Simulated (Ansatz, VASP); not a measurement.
**One calculation of TlGeH3, two programs**

```
CELL_PARAMETERS angstrom
4.01283 0.00000 0.00000
0.00000 4.01283 0.00000
0.00000 0.00000 4.01283
ATOMIC_POSITIONS crystal
Tl 0.00000 0.00000 0.00000
Ge 0.50000 0.50000 0.50000
H 0.50000 0.50000 0.00000
H 0.50000 0.00000 0.50000
H 0.00000 0.50000 0.50000
```

The cell comes from a database or a generator and needn't be the stable form of this composition.

Alike in both runs: task single point; functional PBE; k mesh 4 × 4 × 4; occupations gaussian, width 0.05 eV; no spin polarisation.

|  | VASP | Ansatz |
| --- | --- | --- |
| version | VASP 6.6.1 | Ansatz 0.2.0 |
| potentials or method | VASP PAW PBE potentials, release 64 (Tl_d, Ge_d, H) | scalar-relativistic, plane waves, PAW |
| plane-wave cutoff (eV) | 520 | 420 |
| valence electrons in the cell | 30 | 30 |

```csv
,VASP,Ansatz,Ansatz less VASP
gap on the k mesh at the Fermi level (eV),none,none,-
pressure (GPa),0.3,0.4,+0.09
```

A gap of «none» marks a metal or a gap that the smearing closes.

Caveats: the k mesh is coarse (spacing up to 0.39 Å⁻¹), so the values aren't converged. The runs have no spin-orbit coupling, so splittings on Tl are missing.
